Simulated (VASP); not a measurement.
# MgO: energy against volume

MgO (rock salt, Fm-3m, 9.327 Å³/atom and stress up to 0.24 GPa in the relaxed cell, cube axes along x, y and z) under an equal strain ε along all three axes. PBEsol in VASP (plane waves, PAW), 600 eV, 12×12×12 Γ-centred mesh, Gaussian smearing 0.05 eV; ions are relaxed, or left where forces stay under 0.02 eV/Å, within the symmetry of each cell.

Here V stands for volume and E for E less E0.

| volume (Å³/atom) | E less E0 (meV/atom) | pressure (GPa) |
|---|---|---|
| 8.7788 | 18.45 | 10.79 |
| 8.9138 | 10.28 | 7.75 |
| 9.0503 | 4.58 | 4.91 |
| 9.1881 | 1.20 | 2.25 |
| 9.3273 | 0.00 | -0.24 |
| 9.4679 | 0.92 | -2.57 |
| 9.6099 | 3.88 | -4.74 |
| 9.7534 | 8.73 | -6.77 |
| 9.8982 | 15.42 | -8.67 |
| 10.1922 | ? | ? |

Taking the third-order Birch-Murnaghan form, a cubic in V^(-2/3) for E over the 9 complete rows: With u = V^(-2/3) - 0.226, the rows have u = 0.008987, 0.006608, 0.004263, 0.001955, -0.000318, -0.002558, -0.004765, -0.006940, -0.009082. Least squares gives E = 0.039 + 180.35·u + 207058·u² + 82197·u³. Residuals (row less fit): 0.007, -0.016, 0.003, 0.016, -0.003, -0.011, 0.008, -0.003, 0.002; standard error 0.013 (degrees of freedom: 5). Its minimum lies at u = -0.000436, so V0 = (0.225564)^(-3/2) = 9.335. There d²E/du² = 413900 and d³E/du³ = 493200, so B0 = (4/9) × 9.335^(-7/3) × 413900 × 0.160218 = 161 GPa (the last factor turns the table's units into GPa), and B0' = 4 + (2/3) × 0.225564 × (493200)/413900 = 4.2. B0' rests on the cubic coefficient alone and has a standard error of 0.1 from these residuals.

Task: Predict the withheld E at V = 10.1922 from the fit, and compare with the calculation.

Result: u = -0.013274, so E = 0.039 + 180.35 × (-0.013274) + 207058 × (-0.013274)² + 82197 × (-0.013274)³ = 33.936 meV/atom. The calculation gives 33.93 meV/atom, 0.006 meV/atom below the prediction (0.0 % of the range of E in the table). The row lies outside the fitted rows, so this is an extrapolation. From the scatter of the fitted rows alone, a prediction at this place has a standard error of 0.051 meV/atom, so the miss is 0.1 times that.

Other structures, which can take over under pressure, weren't tried. The same form fitted to the pressure column gives B0' = 4.2; series where the two differ by over 0.4 aren't shown. Rows are the converged runs of the series near zero and its far end, less any whose ions stayed unrelaxed beside relaxed ones; series whose fitted rows scatter by over a few per cent of the range, as at a crossing or softening among them, aren't shown in this form.
